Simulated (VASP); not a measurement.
Be3Te2O: relaxation of cell and atoms with PBE

The system is Be3Te2O.

```
Be Te O
1.0
     4.36840    0.00000    0.00000
    -2.18420    3.78314    0.00000
     0.00000    0.00000    6.89857
Be Te O
3 2 1
Cartesian
  2.1842 1.2610 2.4210
  0.0000 2.5221 4.4776
  0.0000 0.0000 3.4493
  2.1842 1.2610 5.1918
  0.0000 2.5221 1.7068
  0.0000 0.0000 0.0000
```

The cell was built by a generator and needn't be a form met in nature.

```json
{
  "Program": "VASP 6.6.1",
  "Task": "relaxation of cell and atoms",
  "Functional": "PBE",
  "Potentials or basis": "VASP PAW PBE potentials, release 64 (Be, Te, O)",
  "Cutoff": "520 eV",
  "k mesh": "4 × 4 × 2",
  "Occupations": "gaussian, width 0.15 eV",
  "Spin": "no spin polarisation",
  "Further INCAR settings": "PREC = Normal; ALGO = Fast; EDIFF = 0.0001; IBRION = 2; EDIFFG = -0.08; NSW = 24; ISIF = 3"
}
```

```json
{
  "Relaxed volume": "14.69 Å³/atom",
  "Relaxed cell": "a = 3.734 Å, b = 3.734 Å, c = 7.299 Å, α = 90.00°, β = 90.00°, γ = 120.00°",
  "Space group after relaxing (to 0.05 Å)": "P-3m1 (No. 164)",
  "Energy gained by relaxing": "337.3 meV/atom",
  "Ionic steps": "14",
  "Pressure after relaxing": "0.1 GPa",
  "Largest force after relaxing": "0.055 eV/Å",
  "Band gap on the k mesh": "none (metal or under the smearing width)"
}
```

Forces on the atoms (eV/Å):
```
Be   0.000  0.000  0.015
Be   0.000  0.000 -0.015
Be   0.000  0.000  0.000
Te   0.000  0.000  0.055
Te   0.000  0.000 -0.055
O    0.000  0.000  0.000
```

Stress tensor (GPa, compression positive):
```
 0.25  0.00  0.00
 0.00  0.25  0.00
 0.00  0.00 -0.27
```

Step by step:
```tsv
step	energy change (eV)	largest force (eV/Å)	pressure (GPa)	volume (Å³)
1	0.0000	0.3617	-9.39	114.01
2	-0.9015	1.2653	-1.89	96.53
3	-0.9651	1.5780	1.72	91.87
4	-1.3820	1.2289	2.28	89.84
5	-1.4332	1.7869	6.25	83.11
6	-1.7362	0.8106	2.26	87.12
7	-1.7545	0.7719	2.22	86.18
8	-1.8422	0.5088	-0.84	89.34
9	-1.8468	0.5493	-2.70	91.01
10	-1.9152	0.3973	-2.42	90.26
11	-2.0118	0.1405	-0.64	88.47
12	-2.0173	0.1063	0.45	87.67
13	-2.0189	0.0326	0.18	87.93
14	-2.0235	0.0549	0.08	88.14
```

Final structure:
```
Be Te O
1.0
     3.73426    0.00000    0.00000
    -1.86713    3.23396    0.00000
     0.00000    0.00000    7.29851
Be Te O
3 2 1
Cartesian
  1.8671 1.0780 3.0127
  0.0000 2.1560 4.2858
  0.0000 0.0000 3.6493
  1.8671 1.0780 5.6818
  0.0000 2.1560 1.6167
  0.0000 0.0000 0.0000
```

Levels at points of the mesh, in eV from the Fermi level:
| k point | band 10 | band 11 | band 12 | band 13 | band 14 | band 15 |
| --- | --- | --- | --- | --- | --- | --- |
| (0.00, 0.00, 0.00) | -0.42 | 0.05 | 0.05 | 0.35 | 0.74 | 0.74 |
| (0.50, 0.00, 0.00) | -2.07 | -1.65 | -1.28 | -0.05 | 1.58 | 1.77 |
| (0.00, 0.00, 0.50) | -0.93 | -0.57 | -0.57 | 0.56 | 0.56 | 2.10 |
| (0.50, 0.00, 0.50) | -3.28 | -0.93 | -0.22 | 0.56 | 0.88 | 2.24 |

Wall time 65 s on 1 thread of AMD EPYC 9R45 (Zen 5) (shared host), peak memory 0.14 GiB.

Caveat: the k mesh is coarse (spacing up to 0.46 Å⁻¹), so the values aren't converged; the volume moved by over 15 % at a fixed basis, so the end points are rough; the relaxation stopped at a loose force limit of 0.08 eV/Å, so its end isn't a converged minimum. Spin-orbit coupling is left out, which matters for the levels of Te.
